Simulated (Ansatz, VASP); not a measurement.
Cu3Pt in VASP and in Ansatz

INCAR

```
ALGO = Normal ; EDIFF = 1E-6
ENCUT = 520 ; GGA = CA
ISIF = 2 ; ISMEAR = -1
LASPH = T ; LCHARG = F
LREAL = F ; LWAVE = F
NBANDS = 30 ; NELM = 80
PREC = Accurate ; SIGMA = 0.1
```

File KPOINTS:

```
k-points
0
Gamma
  6 6 6
```

Contents of POSCAR:

```
Cu3Pt
1.0
    3.7100000000      0.0000000000      0.0000000000
    0.0000000000      3.7100000000      0.0000000000
    0.0000000000      0.0000000000      3.7100000000
Cu Pt
3 1
Direct
    0.0000000000      0.5000000000      0.5000000000
    0.5000000000      0.0000000000      0.5000000000
    0.5000000000      0.5000000000      0.0000000000
    0.0000000000      0.0000000000      0.0000000000
```

Input for Ansatz:

```yaml
crystal:
  lattice:
    a: 3.71
    b: 3.71
    c: 3.71
    alpha: 90.0
    beta: 90.0
    gamma: 90.0
  atoms:
    - { symbol: Cu, position: [0.0, 0.5, 0.5] }
    - { symbol: Cu, position: [0.5, 0.0, 0.5] }
    - { symbol: Cu, position: [0.5, 0.5, 0.0] }
    - { symbol: Pt, position: [0.0, 0.0, 0.0] }
basis:
  ecutwfc: 450.0
kpoints:
  mp_grid:
    grid: [6, 6, 6]
hamiltonian:
  xc: lda
scf:
  occupations:
    method: fermi_dirac
    width: 0.1
output:
  forces: true
  stress: true
```

Alike in both runs: task single point; functional LDA; k mesh 6 × 6 × 6; occupations fermi-dirac, width 0.1 eV; no spin polarisation.

```csv
,VASP,Ansatz
version,VASP 6.6.1,Ansatz 0.2.0
potentials or method,"VASP PAW LDA potentials, release 64 (Cu, Pt)","plane waves, PAW"
plane-wave cutoff (eV),520,450
valence electrons in the cell,43,75
```

Ansatz gave:

```
pressure (GPa) : -12.4
```

Problem. What did VASP give for the same quantities?

Solution. Pressure (GPa): -11.6.

The two sets of potentials don't hold the same shells in valence.

The runs have no spin-orbit coupling, so splittings on Pt are missing.
